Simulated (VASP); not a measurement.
VASP runs on AuZn (CsCl type) share one base input (PBE GGA, plane waves, VASP's PBE PAW potentials (set 64)) and change the settings named in each case.

INCAR:
```
SYSTEM = AuZn
PREC = Accurate; ENCUT = 400; LREAL = F
LASPH = T
EDIFF = 1E-6; NELM = 100; ALGO = Normal
LMAXMIX = 6
ISMEAR = 1; SIGMA = 0.1
GGA = PE
ISIF = 2
LWAVE = F; LCHARG = F
```

POSCAR:
```
AuZn
1
    3.1500000000     0.0000000000     0.0000000000
    0.0000000000     3.1500000000     0.0000000000
    0.0000000000     0.0000000000     3.1500000000
Zn Au
1 1
Direct
  0.5000000000   0.5000000000   0.5000000000
  0.0000000000   0.0000000000   0.0000000000
```

File KPOINTS:
```
Automatic mesh
0
Gamma
10 10 10
0 0 0
```

POTCAR, in this order: Zn Au (PBE.64 set). Program: vasp_std.

| change | E(σ→0) (eV/atom) | pressure (GPa) | −TS (eV) | irreducible k-points |
|---|---|---|---|---|
| base run | -2.3668 | 4.04 | -0.0004 | 56 |
| KPOINTS 3×3×3 Monkhorst-Pack mesh | -2.2404 | 2.06 | -0.0117 | 4 |
| KPOINTS 7×7×7 Monkhorst-Pack mesh | -2.3702 | 3.94 | -0.0017 | 20 |
| KPOINTS 11×11×11 Monkhorst-Pack mesh | -2.3661 | 4.24 | 0.0000 | 56 |
| KPOINTS 12×12×12 Monkhorst-Pack mesh | -2.3626 | 4.34 | 0.0001 | 56 |
 Unless said otherwise, spin-orbit coupling is left out, though it shifts the bands of the heavy elements here.

Left out are runs that ran out of time, are held back, or changed the cell or the kind of run, fixed moments of cells without a moment, rows past the twelfth, gaps on odd meshes, pressures of charged cells and columns that move by less than the noise.

The compound is AuZn in the CsCl type structure. The cell was not relaxed at this level. The electron count is odd and the run is not spin-polarised, which forces a metal.
